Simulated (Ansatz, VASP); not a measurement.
**Ti2NbB3: VASP beside Ansatz**

The input INCAR:

```
PREC     = Accurate       # precision mode
ENCUT    = 520            # plane-wave cutoff, eV
EDIFF    = 1E-6           # SCF threshold, eV
ISMEAR   = 0              # smearing method
SIGMA    = 0.1            # smearing width, eV
LREAL    = False          # projectors in reciprocal space
LASPH    = True           # aspherical terms in the spheres
NELM     = 100            # most SCF steps
ALGO     = Normal         # electronic algorithm
ISIF     = 2              # what is computed and relaxed
LWAVE    = False          # write WAVECAR
LCHARG   = True           # write CHGCAR
GGA      = PE             # functional
LELF     = True           # ELF
LVHAR    = True         
NBANDS   = 32             # bands
```

File KPOINTS:

```
Automatic mesh
0
Gamma
  6 6 2
```

The input POSCAR:

```
Ti2NbB3
1.0
    2.7764632700      0.0000000000      0.0000000000
    0.0000000000      2.7764632700      0.0000000000
    0.0000000000      0.0000000000      8.4061182100
Ti Nb B
2 1 3
Direct
    0.5000000000      0.5000000000      0.3248246900
    0.5000000000      0.5000000000      0.6751753100
    0.5000000000      0.5000000000      0.0000000000
    0.0000000000      0.0000000000      0.8390681100
    0.0000000000      0.0000000000      0.1609318900
    0.0000000000      0.0000000000      0.5000000000
```

Input for Ansatz:

```yaml
crystal:
  lattice:
    - [2.77646327, 0.0, 0.0]
    - [0.0, 2.77646327, 0.0]
    - [0.0, 0.0, 8.40611821]
  atoms:
    - { symbol: Ti, position: [0.5, 0.5, 0.32482469] }
    - { symbol: Ti, position: [0.5, 0.5, 0.67517531] }
    - { symbol: Nb, position: [0.5, 0.5, 0.0] }
    - { symbol: B, position: [0.0, 0.0, 0.83906811] }
    - { symbol: B, position: [0.0, 0.0, 0.16093189] }
    - { symbol: B, position: [0.0, 0.0, 0.5] }
basis:
  ecutwfc: 420
kpoints:
  mp_grid: { grid: [6, 6, 2] }
hamiltonian:
  xc: pbe
scf:
  occupations: { method: gaussian, width: 0.1 }
  lower_state_search: "off"
output:
  forces: true
  stress: true
  eigenvalues: true
```

Change from the starting cell: species swapped into the Li3Tl2Cd type (P4/mmm, No. 123).

Alike in both runs: task single point; functional PBE; k mesh 6 × 6 × 2; occupations gaussian, width 0.1 eV; no spin polarisation.

|  | VASP | Ansatz |
| --- | --- | --- |
| version | VASP 6.6.1 | Ansatz 0.2.0 |
| potentials or method | VASP PAW PBE potentials, release 64 (Ti_sv, Nb_sv, B) | scalar-relativistic, plane waves, PAW |
| plane-wave cutoff (eV) | 520 | 420 |
| valence electrons in the cell | 46 | 46 |

Ansatz gave:

```
gap on the k mesh at the Fermi level (eV)       : none
pressure (GPa)                                  : 10.6
largest component of the traceless stress (GPa) : 2.64
rms of the force components (eV/Å)              : 0.231
```

**Question.** What did VASP give for the same quantities?

**Answer.** gap on the k mesh at the Fermi level (eV): none; pressure (GPa): 10.4; largest component of the traceless stress (GPa): 2.65; rms of the force components (eV/Å): 0.229.

Atom by atom the forces differ by 0.005 eV/Å (rms over components). A gap of «none» marks a metal or a gap that the smearing closes. With one functional, cell and mesh, what is left measures potentials, basis and numerics.

Caveats: the k mesh is coarse (spacing up to 0.38 Å⁻¹), so the values aren't converged.
